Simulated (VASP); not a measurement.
VASP input:

### INCAR
```
ALGO=Normal
EDIFF=1E-6
EDIFFG=-0.01
ENCUT=400
GGA=PE
IBRION=2
ISIF=3
ISMEAR=1
LASPH=.True.
LCHARG=.False.
LMAXMIX=4
LREAL=.False.
LWAVE=.False.
NELM=100
NSW=60
PREC=Accurate
SIGMA=0.1
SYSTEM=Zr
```

**POSCAR**
```
Zr
1
    1.6150000000    -2.7972620000     0.0000000000
    1.6150000000     2.7972620000     0.0000000000
    0.0000000000     0.0000000000     5.1500000000
Zr
2
Direct
  0.3333330000   0.6666670000   0.2500000000
  0.6666670000   0.3333330000   0.7500000000
```

KPOINTS:
```
Automatic mesh
0
Gamma
12 12 7
0 0 0
```

POTCAR, in this order: Zr_sv (PBE.64 set). Program: vasp_std.

Task: Translate this PBE calculation to Quantum ESPRESSO's pw.x.

Result: One equivalent input (not run):
```
&CONTROL
  calculation = 'vc-relax'
  pseudo_dir = './pseudo'
  outdir = './out'
  tprnfor = .true.
  tstress = .true.
  nstep = 60
  forc_conv_thr = 0.00039
/
&SYSTEM
  ibrav = 0
  nat = 2
  ntyp = 1
  ecutwfc = 66
  occupations = 'smearing'
  smearing = 'methfessel-paxton'
  degauss = 0.00735
  input_dft = 'pbe'
/
&ELECTRONS
  conv_thr = 7.3e-08
  electron_maxstep = 100
/
&IONS
/
&CELL
/
ATOMIC_SPECIES
  Zr 91.224 Zr.upf
CELL_PARAMETERS angstrom
     1.6150000   -2.7972620    0.0000000
     1.6150000    2.7972620    0.0000000
     0.0000000    0.0000000    5.1500000
ATOMIC_POSITIONS crystal
  Zr   0.3333330  0.6666670  0.2500000
  Zr   0.6666670  0.3333330  0.7500000
K_POINTS automatic
  12 12 7 0 0 0
```
What does not carry over: the potentials are each code's own (VASP's PAW set, PseudoDojo norm-conserving files in pw.x), so ENCUT and ecutwfc are chosen apart and not converted; conv_thr bounds pw.x's estimated SCF error, while EDIFF bounds the energy change between steps; forc_conv_thr acts on force components and is met together with etot_conv_thr.

The compound is Zr in the hcp structure. This run relaxes it. Symmetry was kept, so distortions that lower it aren't found.
